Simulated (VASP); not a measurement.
A convergence study with VASP on Eu (bcc): one setting is varied, all else stays as given below, so the limit is that of these other settings.

```yaml
crystal:
  lattice:
    - [-2.29000, 2.29000, 2.29000]
    - [2.29000, -2.29000, 2.29000]
    - [2.29000, 2.29000, -2.29000]
  atoms:
    - { symbol: Eu, position: [0.00000, 0.00000, 0.00000] }
```

The numbers are results of PBE GGA, VASP's PBE PAW potentials (set 64) (plane waves; VASP), not measurements. The tightest run used: 550 eV cut-off, 21×21×21 Γ-centred mesh, first-order Methfessel-Paxton smearing of 0.10 eV, potentials Eu_2.

The 4f electrons are frozen in the core of the lanthanide potential, so 4f levels, which can set the real gap, and their magnetism are missing.

```
setting     E (eV/atom)  pressure (GPa)  irreducible k-points
----------  -----------  --------------  --------------------
1×1×1 mesh      -6.1977            0.19                     1
2×2×2 mesh      -2.2400           -6.70                     3
3×3×3 mesh      -1.6508           -0.67                     4
4×4×4 mesh      -1.8610           -0.94                     8
```

Task: These are the cheaper rows. Estimate the results at 21×21×21 mesh, and how far the last row shown lies from them.

Result: 
```
quantity        tightest run  last row shown is off by
--------------  ------------  ------------------------
E (eV/atom)          -1.8486                   -0.0123
pressure (GPa)         -0.97                      0.03
```

Left out are rungs that failed or repeat a setting and relaxations that didn't move; long series are thinned to 24 rows.

The compound is Eu in the bcc structure. The cell was not relaxed at this level.
